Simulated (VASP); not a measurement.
## WSi (relaxed from the wurtzite structure, space group P6_3/mmc): computed properties

Method: PBE GGA, VASP's PBE PAW potentials (set 64) (plane waves; VASP).

```yaml
space_group: P6_3/mmc (194)
cell: a = b = 4.243 Å, c = 4.880 Å, α = β = 90.00°, γ = 120.00°
volume_per_atom: 19.02 Å³/atom
band gap (over mesh and band path): none (metal, semimetal or under 0.01 eV)
density: 9.25 g/cm³
```

```
WSi
1.0
    4.24323     0.00000     0.00000
   -2.12162     3.67475     0.00000
    0.00000     0.00000     4.87952
W Si
2 2
Direct
  0.33333   0.66667   0.93750
  0.66667   0.33333   0.43750
  0.33333   0.66667   0.43750
  0.66667   0.33333   0.93750
```

Unless said otherwise, spin-orbit coupling is left out, though it shifts the bands of the heavy elements here.

The structure was generated: WSi was put into the wurtzite type (P6_3mc), which need not be its known phase. It was relaxed first, which changed the volume by -39 %. The relaxed cell has space group P6_3/mmc. Symmetry was kept, so distortions that lower it aren't found.
